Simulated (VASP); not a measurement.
OSZICAR of a VASP run on PbF₂ (fluorite):

File OSZICAR:
```
       N       E                     dE             d eps       ncg     rms          rms(c)
DAV:   1     0.332420010269E+03    0.33242E+03   -0.16724E+04   720   0.204E+03
DAV:   2     0.115808755496E+02   -0.32084E+03   -0.31117E+03   848   0.504E+02
DAV:   3    -0.156856615376E+02   -0.27267E+02   -0.27073E+02   828   0.158E+02
DAV:   4    -0.165153682255E+02   -0.82971E+00   -0.82858E+00   778   0.287E+01
DAV:   5    -0.165424754379E+02   -0.27107E-01   -0.27105E-01   792   0.517E+00    0.711E+00
DAV:   6    -0.149672548071E+02    0.15752E+01   -0.84145E+00   936   0.251E+01    0.262E+00
DAV:   7    -0.149498129845E+02    0.17442E-01   -0.37489E-01   730   0.440E+00    0.148E+00
DAV:   8    -0.149412268929E+02    0.85861E-02   -0.90052E-02   724   0.372E+00    0.460E-01
DAV:   9    -0.149391736410E+02    0.20533E-02   -0.17526E-02   800   0.103E+00    0.959E-02
DAV:  10    -0.149404627512E+02   -0.12891E-02   -0.17446E-03   720   0.432E-01    0.262E-02
DAV:  11    -0.149404705125E+02   -0.77613E-05   -0.97950E-05   786   0.110E-01    0.123E-02
DAV:  12    -0.149404892462E+02   -0.18734E-04   -0.60026E-05   768   0.794E-02    0.113E-02
DAV:  13    -0.149404873743E+02    0.18719E-05   -0.19705E-05   838   0.506E-02    0.221E-03
DAV:  14    -0.149404874339E+02   -0.59564E-07   -0.10006E-06   556   0.769E-03
   1 F= -.13342292E+02 E0= -.13342292E+02  d E =-.133423E+02
       N       E                     dE             d eps       ncg     rms          rms(c)
DAV:   1    -0.169839859017E+02   -0.20435E+01   -0.53220E+01   908   0.103E+02    0.105E+01
DAV:   2    -0.150399541610E+02    0.19440E+01   -0.89075E+00   754   0.321E+01    0.224E+00
DAV:   3    -0.148785549009E+02    0.16140E+00   -0.50288E-01   916   0.131E+01    0.923E-01
DAV:   4    -0.148588501015E+02    0.19705E-01   -0.12958E-01   848   0.580E+00    0.343E-01
DAV:   5    -0.148608873597E+02   -0.20373E-02   -0.25354E-02   780   0.198E+00    0.267E-01
DAV:   6    -0.148592027232E+02    0.16846E-02   -0.67018E-03   908   0.107E+00    0.542E-02
DAV:   7    -0.148591876609E+02    0.15062E-04   -0.74498E-04   796   0.309E-01    0.108E-02
DAV:   8    -0.148591896828E+02   -0.20219E-05   -0.23973E-05   742   0.570E-02    0.591E-03
DAV:   9    -0.148591890106E+02    0.67222E-06   -0.44096E-06   742   0.340E-02
   2 F= -.13383629E+02 E0= -.13383629E+02  d E =-.413368E-01
       N       E                     dE             d eps       ncg     rms          rms(c)
DAV:   1    -0.150503259791E+02   -0.19114E+00   -0.40713E+00   902   0.311E+01    0.278E+00
DAV:   2    -0.149123865341E+02    0.13794E+00   -0.59805E-01   756   0.840E+00    0.586E-01
DAV:   3    -0.149005309408E+02    0.11856E-01   -0.32100E-02   868   0.328E+00    0.240E-01
DAV:   4    -0.148988917310E+02    0.16392E-02   -0.99303E-03   840   0.160E+00    0.841E-02
DAV:   5    -0.148989579282E+02   -0.66197E-04   -0.13806E-03   786   0.515E-01    0.497E-02
DAV:   6    -0.148988791199E+02    0.78808E-04   -0.32315E-04   918   0.272E-01    0.128E-02
DAV:   7    -0.148988781599E+02    0.96001E-06   -0.28161E-05   834   0.563E-02    0.263E-03
DAV:   8    -0.148988784687E+02   -0.30882E-06   -0.18752E-06   618   0.153E-02
   3 F= -.13390956E+02 E0= -.13390956E+02  d E =-.486640E-01
```

Task: Which electronic solver shows in the log?

Result: It is blocked Davidson (ALGO = Normal, or the opening steps of other solvers). The INCAR had ALGO = Normal.

Task: Can the final energy be trusted as converged?

Result: The calculation finished and met its thresholds. It stopped with EDIFF = 1E-6, NELM = 100, NSW = 40 and EDIFFG = -0.02 after 3 ionic steps (PBEsol GGA, plane waves, VASP's PBE PAW potentials (set 64)). Energy and stress use the plane-wave basis of the starting cell.

The compound is PbF2 in the fluorite structure, the β form. This run relaxes it under an external pressure of 5 GPa. Symmetry was kept, so distortions that lower it aren't found.
